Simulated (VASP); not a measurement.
An input for Ansatz (written as the equivalent of a VASP run, and not itself run):

Ansatz 0.2 input:
```yaml
crystal:
  lattice:
    - [0.0000000, 2.2238048, 2.2238048]
    - [2.2238048, 0.0000000, 2.2238048]
    - [2.2238048, 2.2238048, 0.0000000]
  atoms:
    - { symbol: Ta, position: [0.0000000, 0.0000000, 0.0000000] }
    - { symbol: C, position: [0.5000000, 0.5000000, 0.5000000] }
kpoints:
  mp_grid: { grid: [16, 16, 16] }
hamiltonian:
  xc: pbe
  dispersion: d3bj
  pseudopotentials: { kind: paw }
scf:
  occupations: { method: tetrahedron }
  max_iter: 100
output: { forces: true, stress: true, eigenvalues: true }
```

Q: Write the VASP files for the same calculation (PBE-D3(BJ)).

A: One answer among several that fit: 
INCAR:
```
SYSTEM=TaC
PREC=Accurate; ENCUT=520; LREAL=F
LASPH=T
EDIFF=1E-7; NELM=100; ALGO=Normal
LMAXMIX=6
ISMEAR=-5
GGA=PE; IVDW=12
ISIF=2
LWAVE=F; LCHARG=T; LORBIT=11
NEDOS=601
```

File POSCAR:
```
TaC
1
   -0.0000000000     2.2238048402     2.2238048402
    2.2238048402     0.0000000000     2.2238048402
    2.2238048402     2.2238048402     0.0000000000
Ta C
1 1
Direct
  0.0000000000   0.0000000000   0.0000000000
  0.5000000000   0.5000000000   0.5000000000
```

KPOINTS:
```
Automatic mesh
0
G
  16 16 16
0 0 0
```

POTCAR, in this order: Ta_pv C (PBE.64 set). Program: vasp_std.

The two are equivalent in intent, not identical: each code has its own PAW files, so the cut-off isn't converted (ENCUT is set for VASP's; basis.ecutwfc is left out, and Ansatz then takes the one that its files recommend); Ansatz stops its SCF on the density residual and VASP on the energy change (EDIFF).

The compound is TaC in the rock salt structure. It was relaxed first.
